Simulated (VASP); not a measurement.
Here is a VASP 6.6.1 calculation.

Contents of INCAR:

```
SYSTEM = Be3ZnTe4
  PREC = Normal
  ENCUT = 520
  EDIFF = 1E-4
  ISMEAR = 0
  SIGMA = 0.15
  LREAL = .FALSE.
  LASPH = .TRUE.
  NELM = 60
  ALGO = Fast
  ISIF = 3
  LWAVE = .FALSE.
  LCHARG = .FALSE.
  GGA = PE
  IBRION = 2
  NSW = 24
  EDIFFG = -0.08
```

The input KPOINTS:

```
regular mesh
0
G
  4 4 1
  0 0 0
```

Contents of POSCAR:

```
Be3ZnTe4
1.0
    4.0300000000      0.0000000000      0.0000000000
   -2.0150000000      3.4900823800      0.0000000000
    0.0000000000      0.0000000000     13.2000000000
Be Zn Te
3 1 4
Direct
    0.3333333300      0.6666666700      0.7500000000
    0.3333333300      0.6666666700      0.2500000000
    0.0000000000      0.0000000000      0.5000000000
    0.0000000000      0.0000000000      0.0000000000
    0.0000000000      0.0000000000      0.6875000000
    0.3333333300      0.6666666700      0.9375000000
    0.0000000000      0.0000000000      0.1875000000
    0.3333333300      0.6666666700      0.4375000000
```

Potentials or basis: VASP PAW PBE potentials, release 64 (Be, Zn, Te).

Launch:

```sh
$ cat potpaw_PBE.64/Be/POTCAR potpaw_PBE.64/Zn/POTCAR potpaw_PBE.64/Te/POTCAR > POTCAR
$ mpirun -np 4 vasp_std > vasp.out
```

**Question.** Estimate the relaxed cell.

**Answer.** a = 4.100 Å, b = 4.100 Å, c = 13.475 Å, α = 90.00°, β = 90.00°, γ = 120.00°.

**Question.** Predict the space group after relaxing (to 0.05 Å).

**Answer.** P3m1 (No. 156).

Step by step:
```csv
step,energy change (eV),largest force (eV/Å),pressure (GPa),volume (Å³)
1,0.0000,1.6526,4.10,185.66
2,-0.2792,0.5725,-1.29,202.08
3,-0.2818,0.6678,-0.80,200.36
4,-0.3275,0.3399,-0.31,198.19
5,-0.3488,0.4434,0.19,195.99
6,-0.3501,0.4791,0.42,195.38
7,-0.3723,0.2504,0.10,196.24
8,-0.3797,0.1939,-0.19,197.14
9,-0.3884,0.0590,-0.16,196.18
```

Caveat: the k mesh is coarse (spacing up to 0.48 Å⁻¹), so the values aren't converged; the relaxation stopped at a loose force limit of 0.08 eV/Å, so its end isn't a converged minimum.
